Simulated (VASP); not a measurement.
Output of a VASP run:

OSZICAR:
```
       N       E                     dE             d eps       ncg     rms          rms(c)
DAV:   1     0.300978726196E+03    0.30098E+03   -0.20843E+04 11346   0.414E+02
DAV:   2    -0.739244726045E+02   -0.37490E+03   -0.35789E+03 13170   0.142E+02
DAV:   3    -0.906577532620E+02   -0.16733E+02   -0.16509E+02 12932   0.295E+01
DAV:   4    -0.907860042293E+02   -0.12825E+00   -0.12821E+00 12644   0.272E+00
DAV:   5    -0.907874007209E+02   -0.13965E-02   -0.13965E-02 12828   0.273E-01    0.318E+01
DAV:   6    -0.762998755793E+02    0.14488E+02   -0.12258E+01 11740   0.119E+01    0.133E+01
DAV:   7    -0.694894819248E+02    0.68104E+01   -0.43330E+00 11293   0.723E+00    0.743E+00
DAV:   8    -0.683366879583E+02    0.11528E+01   -0.60449E-01 11254   0.280E+00    0.347E+00
DAV:   9    -0.694307707880E+02   -0.10941E+01   -0.49879E-01 11094   0.230E+00    0.208E+00
DAV:  10    -0.687653293700E+02    0.66544E+00   -0.42429E-01 11000   0.195E+00    0.663E-01
DAV:  11    -0.688118154651E+02   -0.46486E-01   -0.42125E-02 11385   0.644E-01    0.397E-01
DAV:  12    -0.688630332105E+02   -0.51218E-01   -0.13697E-02 12305   0.364E-01    0.697E-02
DAV:  13    -0.688654866764E+02   -0.24535E-02   -0.41433E-03 11633   0.186E-01    0.912E-02
DAV:  14    -0.688664540867E+02   -0.96741E-03   -0.59973E-04 11582   0.747E-02    0.523E-02
DAV:  15    -0.688663900193E+02    0.64067E-04   -0.25487E-04 11796   0.522E-02    0.207E-02
DAV:  16    -0.688666627098E+02   -0.27269E-03   -0.13393E-04 11347   0.373E-02    0.925E-03
DAV:  17    -0.688666844026E+02   -0.21693E-04   -0.42405E-06 12740   0.599E-03    0.443E-03
DAV:  18    -0.688666897855E+02   -0.53829E-05   -0.37897E-06 11654   0.633E-03    0.265E-03
DAV:  19    -0.688666910165E+02   -0.12310E-05   -0.64623E-07 11660   0.249E-03    0.102E-03
DAV:  20    -0.688666911762E+02   -0.15975E-06   -0.51055E-08 10585   0.731E-04    0.513E-04
DAV:  21    -0.688666912462E+02   -0.70015E-07   -0.26252E-08 10204   0.548E-04
   1 F= -.68866691E+02 E0= -.68866691E+02  d E =-.201946E-21
 imaginary and real dielectric function
```

OUTCAR:
```
------------------------ aborting loop because EDIFF is reached ----------------------------------------
  FORCE on cell =-STRESS in cart. coord.  units (eV):
  Direction    XX          YY          ZZ          XY          YZ          ZX
  --------------------------------------------------------------------------------------
  Total       -0.0688754     -0.0688754     -0.0188101      0.0000000     -0.0000000      0.0000000
  in kB       -0.5962444     -0.5962445     -0.1628360      0.0000000     -0.0000000      0.0000000
  external PRESSURE =      -0.4517750 kB  Pullay stress =       0.0000000 kB
  volume of cell :      185.08
      direct lattice vectors                 reciprocal lattice vectors
     6.156193234  0.000000000  0.000000000     0.162438046  0.093783641  0.000000000
    -3.078096617  5.331420218  0.000000000     0.000000000  0.187567282  0.000000000
     0.000000000  0.000000000  5.638908944     0.000000000  0.000000000  0.177339271
 POSITION                                       TOTAL-FORCE (eV/Angst)
 -----------------------------------------------------------------------------------
      0.00000      0.00000      2.81945         0.000000     -0.000000      0.000000
      0.93709      1.62308      1.49340         0.004981      0.008628     -0.009207
      2.14101      3.70834      4.14551        -0.004981     -0.008628      0.009207
      4.28202      0.00000      1.49340        -0.009962     -0.000000     -0.009207
      1.87418      0.00000      4.14551         0.009962     -0.000000      0.009207
     -2.14101      3.70834      1.49340         0.004981     -0.008628     -0.009207
     -0.93709      1.62308      4.14551        -0.004981      0.008628      0.009207
 -----------------------------------------------------------------------------------
    total drift:                               -0.000000      0.000000      0.000000
  FREE ENERGIE OF THE ION-ELECTRON SYSTEM (eV)
  ---------------------------------------------------
  free  energy   TOTEN  =       -68.8666912462 eV

  energy  without entropy=      -68.8666912462  energy(sigma->0) =      -68.86669125

 plasma frequency squared (from intraband transitions) (eV^2)
  --------------------------------------------------------------------------------------
       0.000       0.000       0.000
       0.000       0.000       0.000
       0.000       0.000       0.000

 plasma frequency squared (from interband transitions, int dw w eps(2)(w)) (eV^2)
  --------------------------------------------------------------------------------------
     356.124       0.000      -0.000       0.000       0.000       0.000
      -0.000      -0.000     356.124       0.000      -0.000       0.000
       0.000      -0.000      -0.000      -0.000     356.241       0.000
```
(Selected blocks of OUTCAR.)

POSCAR:
```
MoCl6
1
    6.1561932343    -0.0000000000    -0.0000000000
   -3.0780966172     5.3314202176     0.0000000000
   -0.0000000000     0.0000000000     5.6389089443
Mo Cl
1 6
Direct
  0.0000000000   0.0000000000   0.5000000000
  0.3044375457   0.3044375457   0.2648376622
  0.6955624543   0.6955624543   0.7351623378
  0.6955624543   0.0000000000   0.2648376622
  0.3044375457   1.0000000000   0.7351623378
  1.0000000000   0.6955624543   0.2648376622
  0.0000000000   0.3044375457   0.7351623378
```

Question: Reconstruct the remaining input files.

Answer: Several could match; the one computed here: the input of the run itself, r2SCAN meta-GGA, plane waves, VASP's PBE PAW potentials (set 64).

INCAR:
```
SYSTEM = MoCl6
PREC = Accurate
ENCUT = 400
EDIFF = 1E-7
NELM = 100
ALGO = Normal
LREAL = .FALSE.
LASPH = .TRUE.
ISMEAR = 0
SIGMA = 0.01
METAGGA = R2SCAN
LMIXTAU = .TRUE.
LMAXMIX = 4
LWAVE = .FALSE.
LCHARG = .FALSE.
LOPTICS = .TRUE.
LPEAD = .TRUE.
NBANDS = 99
NEDOS = 1001
CSHIFT = 0.1
```

### KPOINTS
```
kpoints
0
G
 8 8 7
```

POTCAR, in this order: Mo_sv Cl (PBE.64 set). Program: vasp_std.

The dielectric response may not be converged in the k-mesh; for small gaps it tends to come out too large.

The structure comes from a computed database's MoCl6 entry (P-31m); how it stands against other phases isn't given here. It was relaxed first.
